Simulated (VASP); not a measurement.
```xyz
5
Lattice="-1.9719 1.9719 5.0421 1.9719 -1.9719 5.0421 1.9719 1.9719 -5.0421" Properties=species:S:1:pos:R:3 pbc="T T T"
Y      0.0000     0.0000     0.0000
Co     0.0000     1.9719     2.5210
Co     1.9719     0.0000     2.5210
Ge     0.0000     0.0000     6.3417
Ge     0.0000     0.0000     3.7424
```

Method: LDA (Ceperley-Alder, Perdew-Zunger), VASP's LDA PAW potentials (set 64) (plane waves; VASP). Run with 300 eV cut-off, 7×7×7 Γ-centred mesh, Gaussian smearing of 0.20 eV, potentials Y_sv Co Ge_d.

**Question.** Give the energies of bands 20 to 33 at the high-symmetry points, in eV from the Fermi level.

**Answer.** 
```tsv
band	Γ	X	P	N	M	S	R
20	-2.63	-2.78	-2.59	-2.78	-2.61	-3.05	-2.90
21	-2.63	-2.36	-2.59	-2.54	-2.43	-2.66	-2.42
22	-1.87	-2.36	-2.58	-2.47	-2.12	-2.15	-2.27
23	-1.87	-1.98	-1.92	-1.82	-2.12	-2.01	-1.98
24	-1.16	-1.92	-1.92	-1.63	-2.04	-1.57	-1.95
25	-1.05	-1.89	-1.88	-1.42	-0.65	-1.44	-1.90
26	-0.76	-1.15	-1.07	-1.42	-0.35	-1.41	-1.23
27	-0.76	-0.99	-1.07	-1.18	-0.35	-1.30	-0.89
28	-0.65	-0.88	-0.88	-0.94	-0.18	0.18	-0.84
29	-0.43	-0.87	-0.87	0.17	0.11	0.22	-0.61
30	-0.18	0.17	0.21	1.32	0.82	0.28	0.17
31	2.42	0.24	0.21	1.71	2.78	2.19	0.33
32	2.42	2.49	1.98	2.71	2.78	2.61	2.43
33	2.93	3.92	4.42	2.94	2.84	3.41	3.71
```

It has no gap at this level: it comes out as a metal or semimetal.

The structure comes from a computed database's Co2YGe2 entry; how it stands against other phases isn't given here. The cell was not relaxed at this level. The k-mesh is coarse (spacing up to 0.32 per Å, 2π included), so the numbers may not be converged in it. The run is not spin-polarised, so no magnetic state was tried. The electron count is odd and the run is not spin-polarised, which forces a metal.
